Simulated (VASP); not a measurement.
An input for Ansatz (written as the equivalent of a VASP run, and not itself run):

Ansatz 0.2 input:
```yaml
crystal:
  lattice:
    - [-2.9631241, 2.9631241, 1.6138803]
    - [2.9631241, -2.9631241, 1.6138803]
    - [2.9631241, 2.9631241, -1.6138803]
  atoms:
    - { symbol: Sn, position: [0.2500000, 0.7500000, 0.5000000] }
    - { symbol: Sn, position: [0.0000000, 0.0000000, 0.0000000] }
kpoints:
  mp_grid: { grid: [13, 13, 13] }
hamiltonian:
  xc: pbe
  pseudopotentials: { kind: paw }
scf:
  occupations: { method: methfessel_paxton, width: 0.1 }
  max_iter: 100
relax:
  max_steps: 40
  f_tol: 0.02
  cell: {}
output: { forces: true, stress: true, eigenvalues: true }
```

Q: Translate this input to VASP (INCAR, KPOINTS, POSCAR, choice of POTCAR).

A: One answer among several that fit: 
**KPOINTS**
```
Automatic mesh
0
Gamma
13 13 13
0 0 0
```

INCAR:
```
ALGO  =  Normal
EDIFF  =  1E-6
EDIFFG  =  -0.02
ENCUT  =  500
GGA  =  PE
IBRION  =  2
ISIF  =  3
ISMEAR  =  1
LASPH  =  .TRUE.
LCHARG  =  .FALSE.
LMAXMIX  =  4
LREAL  =  .FALSE.
LWAVE  =  .FALSE.
NELM  =  100
NSW  =  40
PREC  =  Accurate
SIGMA  =  0.1
SYSTEM  =  Sn
```

File POSCAR:
```
Sn
1
   -2.9631240769     2.9631240769     1.6138802910
    2.9631240769    -2.9631240769     1.6138802910
    2.9631240769     2.9631240769    -1.6138802910
Sn
2
Direct
  0.2500000000   0.7500000000   0.5000000000
  0.0000000000   0.0000000000   0.0000000000
```

POTCAR, in this order: Sn_d (PBE.64 set). Program: vasp_std.

What does not carry over: each code has its own PAW files, so the cut-off isn't converted (ENCUT is set for VASP's; basis.ecutwfc is left out, and Ansatz then takes the one that its files recommend); Ansatz stops its SCF on the density residual and VASP on the energy change (EDIFF).

The compound is Sn in the beta structure. It was relaxed first.
